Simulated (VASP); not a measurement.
# MgZrCdPb: Mo into a neighbouring Cd vacancy, part 2 of 4

Aim: the barrier for one hop in MgZrCdPb: Mo into a neighbouring Cd vacancy. The cell takes the structure of Mg3Zr from the Materials Project database, with elements swapped. The cell is invented: it takes the structure of a Materials Project entry for Mg3Zr (space group 25 there), with some of its atoms replaced by other elements, volume scaled by an estimate. It may not be a known or stable phase.

VASP 6.6.1, plane waves and PAW; the level of theory is named at each step.

So far. Step 2 (Relax the host): The run ended after 38 ionic steps, 0.187 eV below its first step, once forces and stress met EDIFFG = -0.02.

### 3. Relax the start

This step: PBE; plane waves and PAW (Pb, Cd, Mo, Zr_sv, Mg) (VASP 6.6.1).

System of this step: Mg4Zr4Cd2MoPb4. The cell holds 15 atoms: 4 Pb, 2 Cd, 1 Mo, 4 Zr and 4 Mg. Cell: a = 8.283 Å, b = 8.283 Å, c = 8.283 Å, α = 132.7°, β = 105.3°, γ = 93.3°. It derives from MgZrCdPb. It takes the structure of a Materials Project entry for Mg3Zr (space group 25 there), with some of its atoms replaced by other elements, volume scaled by an estimate. Nearest the centre at fractional (0.658, 0.408, 0.250): Mo7 at 1.68 Å, Mg14 at 2.57 Å, Mg12 at 2.58 Å, Pb2 at 2.78 Å, Pb1 at 2.91 Å, Zr9 at 3.65 Å, Zr11 at 3.65 Å, Zr10 at 3.65 Å.

A path needs two true minima; the start is relaxed with symmetry off.

Contents of INCAR:

```
SYSTEM = Mg4Zr4Cd2MoPb4
PREC = Normal
ENCUT = 280
EDIFF = 1E-05
NELM = 120
ISMEAR = 1
SIGMA = 0.15
LREAL = Auto
ALGO = Fast
GGA = PE
NBANDS = 66
LORBIT = 11
LWAVE = .FALSE.
LCHARG = .FALSE.
KPAR = 3
IBRION = 2
NSW = 50
ISIF = 2
EDIFFG = -0.04
POTIM = 0.4
MAXMIX = 40
ISYM = 0
```

Contents of POSCAR:

```
Mg4Zr4Cd2MoPb4
1.0
   -3.3218070963      5.0237419559      5.6863168110
    3.3218070963     -5.0237419559      5.6863168110
    3.3218070963      5.0237419559     -5.6863168110
Pb Cd Mo Zr Mg
4 2 1 4 4
Direct
    0.4036137912      0.1530186707      0.2526758204
    0.9039843637      0.6482591723      0.2478791173
    0.9031950949      0.1504219022      0.7495402944
    0.4024152411      0.6532441245      0.7509420351
    0.1567118568      0.1548191083      0.4974586915
    0.1574487476      0.6591724512      0.0018818412
    0.6573863609      0.1555444497     -0.0028658183
    0.0934622486      0.3400566747      0.2517462186
    0.5850483920      0.8306468542      0.2380781187
    0.5899233700      0.3382271372      0.7491543006
    0.0862383294      0.8448274224      0.7541620313
    0.3540562352      0.3589185211      0.0074368727
    0.8486168055      0.8503500087     -0.0048279426
    0.8479582426      0.3507295231      0.4978850738
    0.3495494816      0.8512131742      0.4979025455
```

Contents of KPOINTS:

```
Automatic mesh
0
Gamma
3 3 3
0 0 0
```

Potentials, in the order of the species: Pb, Cd, Mo, Zr_sv and Mg (PBE family, release 64).

On the command line:

```sh
$ mpirun -np 3 vasp_std
```

The program printed:

```text
[banner, memory and clock lines left out]
running    3 mpi-ranks, on    1 nodes
 distrk:  each k-point on    1 cores,    3 groups
 distr:  one band on    1 cores,    1 groups

 POSCAR found type information on POSCAR PbCdMoZrMg
 POSCAR found :  5 types and      15 ions
 LDA part: xc-table for (Slater+PW92), standard interpolation
 POSCAR, INCAR and KPOINTS ok, starting setup
 FFT: planning ... GRIDC
 FFT: planning ... GRID_SOFT
 FFT: planning ... GRID
 WAVECAR not read
 entering main loop
       N       E                     dE             d eps       ncg     rms          rms(c)
DAV:   1     0.554441209598E+03    0.55444E+03   -0.33532E+04  2016   0.856E+02
DAV:   2    -0.101600705094E+02   -0.56460E+03   -0.54598E+03  2100   0.270E+02
DAV:   3    -0.614091744267E+02   -0.51249E+02   -0.50116E+02  2624   0.628E+01
DAV:   4    -0.667166343130E+02   -0.53075E+01   -0.52641E+01  3016   0.166E+01
DAV:   5    -0.670751274435E+02   -0.35849E+00   -0.35829E+00  2632   0.356E+00    0.196E+01
RMM:   6    -0.642358300531E+02    0.28393E+01   -0.78381E+00  1996   0.868E+00    0.976E+00
RMM:   7    -0.677294566005E+02   -0.34936E+01   -0.75466E+00  2464   0.505E+00    0.137E+01
RMM:   8    -0.636143440347E+02    0.41151E+01   -0.24553E+00  2216   0.339E+00    0.381E+00
RMM:   9    -0.636387311301E+02   -0.24387E-01   -0.11310E+00  2475   0.201E+00    0.227E+00
RMM:  10    -0.635836689508E+02    0.55062E-01   -0.24160E-01  2476   0.130E+00    0.917E-01
RMM:  11    -0.635815166859E+02    0.21523E-02   -0.62733E-02  2639   0.611E-01    0.854E-01
RMM:  12    -0.635744355000E+02    0.70812E-02   -0.29754E-02  2942   0.353E-01    0.240E-01
RMM:  13    -0.635747111212E+02   -0.27562E-03   -0.78861E-03  2995   0.201E-01    0.118E-01
RMM:  14    -0.635750028477E+02   -0.29173E-03   -0.32266E-03  3073   0.120E-01    0.914E-02
RMM:  15    -0.635750517596E+02   -0.48912E-04   -0.13214E-03  3091   0.809E-02    0.228E-02
RMM:  16    -0.635751073964E+02   -0.55637E-04   -0.66290E-04  2935   0.542E-02    0.158E-02
RMM:  17    -0.635751297835E+02   -0.22387E-04   -0.26452E-04  2679   0.383E-02    0.108E-02
RMM:  18    -0.635751424830E+02   -0.12700E-04   -0.13218E-04  2301   0.288E-02    0.748E-03
RMM:  19    -0.635751479900E+02   -0.55069E-05   -0.68276E-05  2052   0.237E-02
   1 F= -.63575148E+02 E0= -.63567711E+02  d E =-.635751E+02
 curvature:   0.00 expect dE= 0.000E+00 dE for cont linesearch  0.000E+00
 trial: gam= 0.00000 g(F)=  0.262E+00 g(S)=  0.000E+00 ort = 0.000E+00 (trialstep = 0.100E+01)
 search vector abs. value=  0.262E+00
 bond charge predicted
       N       E                     dE             d eps       ncg     rms          rms(c)
DAV:   1    -0.637361400807E+02   -0.16100E+00   -0.27772E+01  1856   0.210E+01    0.123E+00
RMM:   2    -0.638047275053E+02   -0.68587E-01   -0.78974E-01  2042   0.308E+00    0.464E-01
RMM:   3    -0.638110046163E+02   -0.62771E-02   -0.97059E-02  2521   0.103E+00    0.336E-01
RMM:   4    -0.638127900161E+02   -0.17854E-02   -0.29557E-02  2979   0.444E-01    0.167E-01
RMM:   5    -0.638134329764E+02   -0.64296E-03   -0.72295E-03  3046   0.191E-01    0.794E-02
RMM:   6    -0.638136164798E+02   -0.18350E-03   -0.19830E-03  3046   0.105E-01    0.285E-02
RMM:   7    -0.638136898972E+02   -0.73417E-04   -0.80218E-04  2924   0.703E-02    0.159E-02
RMM:   8    -0.638137286421E+02   -0.38745E-04   -0.38461E-04  2732   0.475E-02    0.104E-02
RMM:   9    -0.638137496872E+02   -0.21045E-04   -0.18563E-04  2426   0.353E-02    0.625E-03
RMM:  10    -0.638137586413E+02   -0.89541E-05   -0.92051E-05  2077   0.283E-02
   2 F= -.63813759E+02 E0= -.63806246E+02  d E =-.238611E+00
[... from here on, the cycles between the ionic steps are left out ...]
   3 F= -.64209054E+02 E0= -.64207576E+02  d E =-.633906E+00
   4 F= -.64219088E+02 E0= -.64219135E+02  d E =-.643940E+00
   5 F= -.64318378E+02 E0= -.64319429E+02  d E =-.992901E-01
   6 F= -.64331734E+02 E0= -.64333018E+02  d E =-.112647E+00
[...]
WARNING in EDDRMM: call to ZHEGV failed, returncode =   8  4     29
   7 F= -.64378236E+02 E0= -.64379265E+02  d E =-.465014E-01
[...]
WARNING in EDDRMM: call to ZHEGV failed, returncode =   6  3     20
   8 F= -.64408902E+02 E0= -.64410293E+02  d E =-.771681E-01
[...]
WARNING in EDDRMM: call to ZHEGV failed, returncode =   8  4     46
   9 F= -.64409554E+02 E0= -.64410837E+02  d E =-.778201E-01
  10 F= -.64422081E+02 E0= -.64423986E+02  d E =-.125269E-01
  11 F= -.64424442E+02 E0= -.64426722E+02  d E =-.148882E-01
  12 F= -.64433633E+02 E0= -.64436572E+02  d E =-.919027E-02
[...]
WARNING in EDDRMM: call to ZHEGV failed, returncode =   8  4     41
  13 F= -.64434875E+02 E0= -.64438102E+02  d E =-.104328E-01
  14 F= -.64438987E+02 E0= -.64442386E+02  d E =-.411190E-02
[...]
WARNING in EDDRMM: call to ZHEGV failed, returncode =   6  3     45
  15 F= -.64440402E+02 E0= -.64443946E+02  d E =-.552664E-02
  16 F= -.64443447E+02 E0= -.64446918E+02  d E =-.304486E-02
[...]
WARNING in EDDRMM: call to ZHEGV failed, returncode =   6  3     49
  17 F= -.64443952E+02 E0= -.64447386E+02  d E =-.355058E-02
 curvature:  -5.36 expect dE=-0.256E-02 dE for cont linesearch -0.738E-05
 trial: gam= 0.52718 g(F)=  0.478E-03 g(S)=  0.000E+00 ort = 0.519E-04 (trialstep = 0.426E+01)
 search vector abs. value=  0.108E-02
 bond charge predicted
       N       E                     dE             d eps       ncg     rms          rms(c)
DAV:   1    -0.644435273016E+02    0.42340E-03   -0.13557E+00  1864   0.451E+00    0.192E-01
RMM:   2    -0.644451529401E+02   -0.16256E-02   -0.17662E-02  1986   0.513E-01    0.115E-01
RMM:   3    -0.644453824073E+02   -0.22947E-03   -0.27153E-03  2498   0.180E-01    0.108E-01
RMM:   4    -0.644454010135E+02   -0.18606E-04   -0.64095E-04  2761   0.787E-02    0.632E-02
RMM:   5    -0.644453978590E+02    0.31546E-05   -0.14674E-04  2445   0.388E-02    0.280E-02
RMM:   6    -0.644454020725E+02   -0.42135E-05   -0.52910E-05  1935   0.222E-02
  18 F= -.64445402E+02 E0= -.64448691E+02  d E =-.144958E-02
 trial-energy change:   -0.001450  1 .order   -0.001385   -0.002155   -0.000615
 step:   5.5452(harm=  5.9648)  dis= 0.01004  next Energy=   -64.445496 (dE=-0.154E-02)
 reached required accuracy - stopping structural energy minimisation
```

It took 4.7 min on 3 MPI ranks of Intel Xeon 6975P-C (Granite Rapids), shared host; peak memory 0.88 GiB.

From OUTCAR (step 3):

```text
 Found     14 irreducible k-points:

   k-points           NKPTS =     14   k-points in BZ     NKDIM =     14   number of bands    NBANDS=     66

   dimension x,y,z NGX =    36 NGY =   36 NGZ =   36
   dimension x,y,z NGXF=    72 NGYF=   72 NGZF=   72

   ENCUT  =  280.0 eV  20.58 Ry    4.54 a.u.  11.30 11.30 11.30*2*pi/ulx,y,z

   NELECT =     102.0000    total number of electrons

 E-fermi :   4.8975

 k-point     1 :       0.0000    0.0000    0.0000
  band No.  band energies     occupation
    ...
     47       3.8781      2.00000
     48       3.9880      2.00000
     49       4.5808      2.01099
     50       4.8575      1.43426
     51       4.9242      0.70379
     52       5.2382     -0.00605
     53       5.2554     -0.00379
     54       5.3203     -0.00050
     55       5.4221     -0.00001
     56       5.4486     -0.00000
    ...

 k-point     2 :       0.3333    0.0000    0.0000
  band No.  band energies     occupation
    ...
     48       4.1429      2.00000
     49       4.4902      2.00084
     50       4.5694      2.00834
     51       4.7136      2.07092
     52       4.7995      1.88489
     53       5.1286     -0.05163
     54       5.2086     -0.01249
     55       5.4201     -0.00001
     56       5.6653     -0.00000
     57       5.7019     -0.00000
    ...

  Total       -6.9996725    -12.5338220     -4.5793954     -0.0070313     -0.0048268      0.0017469
  in kB      -29.5457846    -52.9055618    -19.3297372     -0.0296791     -0.0203738      0.0073736
  external PRESSURE =     -33.9270279 kB  Pullay stress =       0.0000000 kB

  energy-cutoff  :      280.00
  volume of cell :      379.57
      direct lattice vectors                 reciprocal lattice vectors
    -3.321807096  5.023741956  5.686316811     0.000000000  0.099527405  0.087930380
     3.321807096 -5.023741956  5.686316811     0.150520480  0.000000000  0.087930380
     3.321807096  5.023741956 -5.686316811     0.150520480  0.099527405  0.000000000

 POSITION                                       TOTAL-FORCE (eV/Angst)
 -----------------------------------------------------------------------------------
      0.00168      2.51021      2.07837         0.014258     -0.001479      0.020373
      0.05223      2.51087      7.30406         0.005537     -0.025913     -0.024349
     -0.05665      7.53072      1.61904        -0.009818      0.008247     -0.023662
      3.31405      2.50951      2.07820        -0.008821      0.002720      0.016082
      1.65836      2.50862     -0.94646         0.003041      0.003505     -0.001226
      4.98116      2.50609     -1.03826        -0.001165      0.002969      0.005900
      1.65853      7.52756     -0.78380        -0.000944     -0.000736      0.000677
      1.65976     -0.07183      0.84265        -0.011333     -0.008962      0.003296
      1.65889     -0.06433      6.63557        -0.008127     -0.010162      0.005008
      1.65723      5.08916      0.84065         0.010145      0.019744      0.007515
      4.97970      0.05784      0.95565         0.007921      0.018879     -0.000386
      3.28263      5.04569     -1.78493         0.003632     -0.000198      0.000402
      0.03551     -0.02941      9.59127        -0.004665     -0.003547     -0.006128
     -0.04073      4.99436      3.90468         0.005851     -0.003601     -0.003741
      3.35611      0.02253      3.90166        -0.005513     -0.001466      0.000239
 -----------------------------------------------------------------------------------
    total drift:                                0.003043      0.011694      0.009728

  FREE ENERGIE OF THE ION-ELECTRON SYSTEM (eV)
  ---------------------------------------------------
  free  energy   TOTEN  =       -64.4454020725 eV

  energy  without entropy=      -64.4552679960  energy(sigma->0) =      -64.44869071

 total charge
# of ion       s       p       d       tot
------------------------------------------
    1        1.633   1.761   0.101   3.495
    2        1.625   1.842   0.125   3.592
    3        1.625   1.842   0.124   3.591
    4        1.633   1.761   0.101   3.495
    5        0.605   0.257   9.454  10.316
    6        0.571   0.263   9.459  10.293
    7        0.365   0.245   4.281   4.891
    8        2.171   5.942   1.628   9.741
    9        2.163   5.933   1.608   9.704
   10        2.171   5.942   1.629   9.742
   11        2.163   5.934   1.607   9.704
   12        0.202   0.129   0.013   0.344
   13        0.202   0.129   0.013   0.344
   14        0.202   0.129   0.013   0.344
   15        0.202   0.130   0.013   0.345
--------------------------------------------------
tot         17.530  32.239  30.172  79.941

[... 1 part as in an earlier step ...]

[... 7 further parts left out ...]
```

The data sets Pb and Mo keep the semicore shell frozen, which is cheaper and a little less accurate.

Relaxation path:

| step | energy less that of the first step (eV) | largest force (eV/Å) |
| --- | --- | --- |
| 1 | 0.0000 | 1.1824 |
| 2 | -0.2386 | 1.0750 |
| 3 | -0.6339 | 0.5660 |
| 4 | -0.6439 | 0.6326 |
| 5 | -0.7432 | 0.3914 |
| 6 | -0.7566 | 0.3886 |
| 7 | -0.8031 | 0.2678 |
| 8 | -0.8338 | 0.2157 |
| 9 | -0.8344 | 0.1968 |
| 10 | -0.8469 | 0.1223 |
| 11 | -0.8493 | 0.1441 |
| 12 | -0.8585 | 0.0675 |
| 13 | -0.8597 | 0.0767 |
| 14 | -0.8638 | 0.0486 |
| 15 | -0.8653 | 0.0861 |
| 16 | -0.8683 | 0.0477 |
| 17 | -0.8688 | 0.0613 |
| 18 | -0.8703 | 0.0360 |

The atoms that moved most (Å):

| atom | dx | dy | dz | length |
| --- | --- | --- | --- | --- |
| Pb1 | -0.005 | -0.018 | 0.350 | 0.350 |
| Pb4 | -0.014 | -0.003 | 0.345 | 0.346 |
| Mo7 | 0.013 | -0.003 | 0.264 | 0.264 |
| Zr8 | 0.004 | -0.098 | -0.191 | 0.215 |
| Zr10 | 0.005 | 0.061 | -0.177 | 0.187 |
| Pb2 | 0.078 | -0.019 | -0.113 | 0.139 |
| Mg12 | -0.080 | 0.009 | -0.111 | 0.137 |
| Pb3 | -0.046 | -0.017 | -0.110 | 0.120 |

The relaxed structure:

```cif
data_structure
_symmetry_space_group_name_H-M 'P 1'
_symmetry_Int_Tables_number 1
_cell_length_a 8.2829
_cell_length_b 8.2829
_cell_length_c 8.2829
_cell_angle_alpha 132.713
_cell_angle_beta 105.324
_cell_angle_gamma 93.291
_cell_volume 379.57
loop_
_atom_site_label
_atom_site_type_symbol
_atom_site_fract_x
_atom_site_fract_y
_atom_site_fract_z
_atom_site_occupancy
Pb1 Pb 0.43259 0.18300 0.25009 1
Pb2 Pb 0.89215 0.65011 0.25776 1
Pb3 Pb 0.89188 0.13384 0.74099 1
Pb4 Pb 0.43250 0.68157 0.74860 1
Cd5 Cd 0.16645 0.16639 0.49929 1
Cd6 Cd 0.15813 0.65847 0.99919 1
Mo7 Mo 0.68028 0.18072 0.99884 1
Zr8 Zr 0.06695 0.32392 0.24268 1
Zr9 Zr 0.57707 0.83317 0.24329 1
Zr10 Zr 0.58043 0.32337 0.75596 1
Zr11 Zr 0.08979 0.83358 0.75530 1
Mg12 Mg 0.34523 0.33715 0.99629 1
Mg13 Mg 0.84044 0.84871 0.00242 1
Mg14 Mg 0.84042 0.33721 0.49095 1
Mg15 Mg 0.34532 0.84824 0.50741 1
```

Numbers from this step:

* electronic cycles: 164
* electrons: 102
* free energy (TOTEN): -64.4454 eV
* energy at zero smearing: -64.4487 eV
* Fermi energy: 4.897 eV

The run ended after 18 ionic steps, 0.870 eV below its first step, once the forces on the free atoms met EDIFFG = -0.04.

(Continued in part 3 of 4.)

[Lines on the potential files, build, host, timing and source positions are cut from VASP's logs without a mark.]

[Logs are printed without paths, hosts, clocks, repeated set-up lines and the standing remarks that a program may print on its own settings, such as how far it seeks lower states.]

[Hosts, paths, dates, database ids (printed as entryN), source tags and the programs' standing remarks are cut or masked in the printed files.]

[Runs that stopped without an error message from VASP are left out.]
